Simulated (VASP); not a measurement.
Pt2Rh:

```
Rh Pt
1.0
     5.16882    0.00000    0.00000
     0.00000    5.16882    0.00000
     0.00000    0.00000    3.61472
Rh Pt
2 4
Direct
  0.00000 0.00000 0.00000
  0.50000 0.50000 0.50000
  0.30770 0.30770 0.00000
  0.19230 0.80770 0.50000
  0.69230 0.69230 0.00000
  0.80770 0.19230 0.50000
```

The cell was built by a generator and needn't be a form met in nature.

- Program: VASP 6.6.1
- Task: relaxation of cell and atoms
- Functional: PBEsol
- Potentials or basis: VASP PAW PBE potentials, release 64 (Rh_pv, Pt)
- Cutoff: 600 eV
- k mesh: 4 × 4 × 5
- Occupations: fermi-dirac, width 0.1 eV
- Spin: no spin polarisation

At the start: pressure 61.6 GPa; volume 16.10 Å³/atom.

Where does the relaxation end?

Over 24 steps the energy falls by 655.4 meV/atom and the volume is 19.66 Å³/atom (+22.1 %); space group P4_2/mnm (No. 136, to 0.05 Å).

Step by step:
```
step  energy change (eV)  largest force (eV/Å)  pressure (GPa)  volume (Å³)
   1              0.0000                1.0031           61.64        96.57
   2              6.9646                0.1646          -19.17       211.10
   3             -3.4685                0.9342           -7.55       126.34
   4             -3.6267                0.8693           -2.69       121.82
   5             -3.6488                0.8188            0.40       119.43
   6             -3.6482                0.8302           -0.26       119.92
   7             -3.7124                0.1936           -1.07       120.73
   8             -3.7148                0.0499           -1.20       120.92
   9             -3.7783                0.0337            0.86       119.04
  10             -3.8238                0.2603            5.12       115.57
  11             -3.8390                0.2514            4.98       115.54
  12             -3.8748                0.2426            4.58       115.44
  13             -3.8866                0.3375            4.11       115.13
  14             -3.8933                0.2786            4.22       115.25
  15             -3.9111                0.2032            3.07       115.98
  16             -3.9317                0.0216            0.20       117.92
  17             -3.9317                0.0126            0.05       118.02
  18             -3.9317                0.0078           -0.02       118.08
  19             -3.9318                0.0026           -0.02       118.06
  20             -3.9320                0.0132           -0.01       118.03
  21             -3.9320                0.0448            0.01       117.96
  22             -3.9320                0.0301            0.00       117.99
  23             -3.9321                0.0244            0.01       117.98
  24             -3.9322                0.0071            0.03       117.96
```

Final structure:
```cif
data_structure
_symmetry_space_group_name_H-M 'P 1'
_symmetry_Int_Tables_number 1
_cell_length_a 5.2671
_cell_length_b 5.2671
_cell_length_c 4.2519
_cell_angle_alpha 90.000
_cell_angle_beta 90.000
_cell_angle_gamma 90.000
_cell_volume 117.96
loop_
_atom_site_label
_atom_site_type_symbol
_atom_site_fract_x
_atom_site_fract_y
_atom_site_fract_z
_atom_site_occupancy
Rh1 Rh 0.00000 0.00000 0.00000 1
Rh2 Rh 0.50000 0.50000 0.50000 1
Pt1 Pt 0.32154 0.32154 0.00000 1
Pt2 Pt 0.17846 0.82154 0.50000 1
Pt3 Pt 0.67846 0.67846 0.00000 1
Pt4 Pt 0.82154 0.17846 0.50000 1
```

Caveat: the volume moved by over 15 % at a fixed basis, so the end points are rough; the PAW data sets were made with another functional, which shifts forces and pressure a little.
